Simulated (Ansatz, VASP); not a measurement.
# Mg (Magnesium): VASP beside Ansatz, part 2 of 2

Aim: how closely do two programs agree when they are given the same cell, functional and k mesh? The structure shown is the end of the Ansatz relaxation below.

VASP 6.6.1 and Ansatz 0.2.0.

So far. Step 3 (VASP: single point, LDA, pair 1): The run ends at a pressure of 4.83 GPa.

## Step 6: VASP: single point, LDA, pair 2 (continued)

Level of this step: LDA; plane waves and PAW (Mg) (VASP).

Numbers of over 12 decimals in the logs are rounded to 6 here.

Parts of OUTCAR (step 6):

```text
  Total        0.8863119      0.8863119      0.8894840      0.0000000      0.0000000      0.0000000
  in kB       35.7285678     35.7285678     35.8564434      0.0000000      0.0000000      0.0000000
  external PRESSURE =      35.7711930 kB  Pullay stress =       0.0000000 kB

 POSITION                                       TOTAL-FORCE (eV/Angst)
 -----------------------------------------------------------------------------------
     -0.00000      1.76725      1.22454        -0.000000     -0.000000      0.000000
      1.53049      0.88363      3.67361         0.000000      0.000000      0.000000
 -----------------------------------------------------------------------------------
    total drift:                                0.000000     -0.000000      0.000000

  FREE ENERGIE OF THE ION-ELECTRON SYSTEM (eV)
  ---------------------------------------------------
  free  energy   TOTEN  =        -3.5891388520 eV

  energy  without entropy=       -3.5881018988  energy(sigma->0) =       -3.58879320

[... 1 part as in an earlier step ...]

[... 2 further parts left out ...]
[key lines of the parts left out:]
E-fermi :   3.2560
```

The run ends at a pressure of 3.58 GPa.

## Step 7: Differences

What differs besides the data sets and the points named for the pairs above, as far as they apply: the data sets hold 20 valence electrons in Ansatz (on its PAW soft_1 files) and 4 in VASP. Total energies have different zeros and are not compared.

Both answers:

```csv
quantity,Ansatz,VASP,difference
pressure (GPa),3.91,3.58,+0.33
```

## Step 8: Ansatz: relaxation, LDA

This run makes the geometry at which the two programs are then compared. The cell compared in this pair holds 41.47 Å³, against 39.74 Å³ for the pair before.

The structure compared here is the end of the Ansatz relaxation.

The input, input.yaml:

```yaml
crystal:
  lattice:
    - [3.105849103, 0.0, 0.0]
    - [-1.5529245515, 2.6897442235, 0.0]
    - [0.0, 0.0, 4.9644781773]
  atoms:
    - { symbol: Mg, position: [0.3333333333, 0.6666666667, 0.25] }
    - { symbol: Mg, position: [0.6666666667, 0.3333333333, 0.75] }
kpoints:
  mp_grid: { grid: [15, 15, 8] }
hamiltonian:
  xc: lda
  pseudopotentials: { kind: paw, azcp: { folder: soft_1 }, xc_functional: pbe }
scf:
  occupations: { method: methfessel_paxton, width: 0.2 }
output:
  forces: true
  stress: true
  eigenvalues: true
relax:
  adjacent_minimum: "off"
  f_tol: 0.001
  max_steps: 60
  cell: { stress_tol: 0.01, fix: [volume] }
```

On the command line:

```console
$ ansatz run input.yaml --threads 4 --pin off --max-ram 10240MiB --backend cpu --events-out ev --progress --plain --runs-dir out
```

What it wrote:

```text
[...]
Crystal: 2 atoms, lattice volume = 41.473 Å³
Basis set: ecut = 420 eV, 809 PW (Γ)
Bands: 14, of which v1, the nominal top of the filled ones, is band 10 counted from 1 (9 counted from 0)
Symmetry: 24 space group operations
[...]
k-points: 135 of 1800
[...]
k-point 134: bands = [... 6 lower, -36.3358, -36.3358, 6.4304, 6.4304, 6.9175, 6.9175, 7.9712, 7.9712]
--- Relaxed structure (2 steps of the walk, 2 accepted, 1 SCFs on fresh bases) ---
[...]
cell:  # Å, volume = 41.4730 Å³
    - [3.105471, 0.0, 0.0]
    - [-1.552735, 2.689417, 0.0]
    - [0.0, 0.0, 4.965688]
  atoms:
    - { symbol: Mg, position: [0.333333, 0.666667, 0.25] }
    - { symbol: Mg, position: [0.666667, 0.333333, 0.75] }
[key lines of the parts left out:]
SCF converged after 4 iterations
Free energy (F): -3803.199349 eV
Fermi energy:    6.272550 eV
P = ⅓ Tr σ = 1.7558 GPa (17.558 kbar)
```

## Step 9: VASP: single point, LDA, pair 3

The same cell, functional (in two slightly different forms), mesh and smearing now go to VASP, with its own data sets.

The input, INCAR:

```
SYSTEM = Mg
PREC = Accurate
ENCUT = 600
EDIFF = 1E-06
NELM = 120
ISMEAR = 1
SIGMA = 0.2
LREAL = .FALSE.
ALGO = Normal
GGA = CA
NBANDS = 8
LORBIT = 11
LWAVE = .FALSE.
LCHARG = .FALSE.
ISIF = 2
LASPH = .TRUE.
GGA_COMPAT = .FALSE.
KPAR = 2
```

The input, POSCAR:

```
Mg
1.0
    3.1054708295      0.0000000000      0.0000000000
   -1.5527354147      2.6894166290      0.0000000000
    0.0000000000      0.0000000000      4.9656876847
Mg
2
Direct
    0.3333333333      0.6666666667      0.2500000000
    0.6666666667      0.3333333333      0.7500000000
```

The input, KPOINTS:

```
Automatic mesh
0
Gamma
15 15 8
0 0 0
```

The projector-augmented-wave data sets are Mg (LDA family, release 64).

On the command line:

```console
$ mpirun -np 2 vasp_std
```

What it wrote:

```text
[... set-up lines as in an earlier step ...]
 entering main loop
       N       E                     dE             d eps       ncg     rms          rms(c)
DAV:   1    -0.904059951737E+00   -0.90406E+00   -0.14957E+03  2160   0.407E+02
DAV:   2    -0.362298359555E+01   -0.27189E+01   -0.26707E+01  2936   0.241E+01
DAV:   3    -0.363739709811E+01   -0.14414E-01   -0.14390E-01  2912   0.223E+00
DAV:   4    -0.363742803930E+01   -0.30941E-04   -0.30942E-04  3024   0.883E-02
[...]
DAV:   8    -0.361571543157E+01    0.10944E-04   -0.14634E-05  3504   0.221E-02    0.666E-03
DAV:   9    -0.361571439207E+01    0.10395E-05   -0.78629E-07  2336   0.478E-03    0.598E-04
DAV:  10    -0.361571436437E+01    0.27705E-07   -0.45236E-09  1448   0.442E-04
   1 F= -.36157144E+01 E0= -.36152497E+01  d E =-.139385E-02
```

Parts of OUTCAR (step 9):

```text
  Total        0.3668363      0.3668363      0.3708475      0.0000000      0.0000000      0.0000000
  in kB       14.1715680     14.1715680     14.3265311      0.0000000      0.0000000      0.0000000
  external PRESSURE =      14.2232224 kB  Pullay stress =       0.0000000 kB

 POSITION                                       TOTAL-FORCE (eV/Angst)
 -----------------------------------------------------------------------------------
     -0.00000      1.79294      1.24142         0.000000     -0.000000      0.000000
      1.55274      0.89647      3.72427        -0.000000      0.000000      0.000000
 -----------------------------------------------------------------------------------
    total drift:                               -0.000000      0.000000     -0.000000

  FREE ENERGIE OF THE ION-ELECTRON SYSTEM (eV)
  ---------------------------------------------------
  free  energy   TOTEN  =        -3.6157143644 eV

  energy  without entropy=       -3.6143205096  energy(sigma->0) =       -3.61524975

[... 1 part as in an earlier step ...]

[... 2 further parts left out ...]
[key lines of the parts left out:]
E-fermi :   3.0114
```

The run ends at a pressure of 1.42 GPa.

## Step 10: Side by side

What differs besides the data sets and the points named for the pairs above, as far as they apply: the data sets hold 20 valence electrons in Ansatz (on its PAW soft_1 files) and 4 in VASP. Total energies have different zeros and are not compared.

The two programs side by side:

```csv
quantity,Ansatz,VASP,difference
pressure (GPa),1.76,1.42,+0.33
```

## Step 11: Results

```
difference in pressure (single point, LDA, pair 1) : 0.33 GPa
difference in pressure (single point, LDA, pair 2) : 0.33 GPa
difference in pressure (single point, LDA, pair 3) : 0.33 GPa
```

The difference in pressure is 0.33 GPa (single point, LDA, pair 3), within the 1 GPa picked in this series as the mark of a large difference. The data sets hold unlike numbers of valence electrons (20 in Ansatz and 4 in VASP), so part of the differences comes from the potentials. 5 further runs of this series are not shown here. Such differences can come from data sets, numerical settings and the points named under the comparisons, not from the functional's error against experiment.

[Lines on the potential files, build, host, timing and source positions are cut from VASP's logs without a mark.]

[Logs are printed without paths, hosts, clocks, repeated set-up lines and the standing remarks that a program may print on its own settings, such as how far it seeks lower states.]

[Hosts, paths, dates, database ids (printed as entryN), source tags and the programs' standing remarks are cut or masked in the printed files.]
